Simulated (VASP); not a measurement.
ZnH:

```xyz
2
Lattice="2.9480 0.0000 0.0000 0.0000 2.9480 0.0000 0.0000 0.0000 2.9480" Properties=species:S:1:pos:R:3 pbc="T T T"
Zn    1.4740    1.4740    1.4740
H     0.0000    0.0000    0.0000
```

The cell was built by a generator and needn't be a form met in nature.

```yaml
Program: VASP 6.6.1
Task: relaxation of cell and atoms
Functional: LDA
Potentials_or_basis: VASP PAW LDA potentials, release 64 (Zn, H)
Cutoff: 600 eV
k_mesh: 9 × 9 × 9
Occupations: gaussian, width 0.05 eV
Spin: no spin polarisation
```

At the start: pressure -14.1 GPa; volume 12.81 Å³/atom.

**Question.** Where does the relaxation end?

**Answer.** Over 5 steps the energy falls by 230.4 meV/atom and the volume is 9.05 Å³/atom (-29.3 %); space group Pm-3m (No. 221, to 0.05 Å).

Step by step:
| step | energy change (eV) | largest force (eV/Å) | pressure (GPa) | volume (Å³) |
| --- | --- | --- | --- | --- |
| 1 | 0.0000 | 0.0000 | -14.13 | 25.62 |
| 2 | -0.3204 | 0.0000 | -10.91 | 21.66 |
| 3 | -0.4552 | 0.0000 | -2.92 | 18.73 |
| 4 | -0.4601 | 0.0000 | 1.00 | 17.91 |
| 5 | -0.4608 | 0.0000 | 0.03 | 18.11 |

Final structure:
```
Zn H
1.0
     2.62606    0.00000    0.00000
     0.00000    2.62606    0.00000
     0.00000    0.00000    2.62606
Zn H
1 1
Direct
  0.50000 0.50000 0.50000
  0.00000 0.00000 0.00000
```

Caveat: the volume moved by over 15 % at a fixed basis, so the end points are rough.
